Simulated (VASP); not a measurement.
The cell holds one Na (bcc) (211) slab, with vacuum along c, ions free to move until forces fall under 0.03 eV/Å, no reconstruction beyond this cell, dipole correction on.

Data:

```xyz
6
Lattice="3.6690 0.0000 0.0000 0.0000 5.9915 0.0000 0.0000 0.0000 25.2952" Properties=species:S:1:pos:R:3 pbc="T T T"
Na     2.3081     4.4936     8.4141
Na     0.1013     1.4979    10.0342
Na     1.2202     4.4936    11.7618
Na     2.4488     1.4979    13.5334
Na     3.5677     4.4936    15.2610
Na     1.3609     1.4979    16.8811
```

Computed with r2SCAN meta-GGA, VASP's PBE PAW potentials (set 64) (plane waves; VASP). Numerical set-up: 400 eV cut-off, 8×5×1 Γ-centred mesh, first-order Methfessel-Paxton smearing of 0.10 eV, potentials Na_pv.

Slab and bulk use different k-meshes, so the surface energy is good to a few per cent at best.

Predict its surface energy, work function, band gap (on the k-mesh).

```json
{
  "surface_energy": "0.26 J/m²",
  "work_function": "2.62 eV",
  "band gap (on the k-mesh)": "none (metal, semimetal or under 0.01 eV)"
}
```

The cell is a thin slab with vacuum, built from Na (bcc): (211) face.
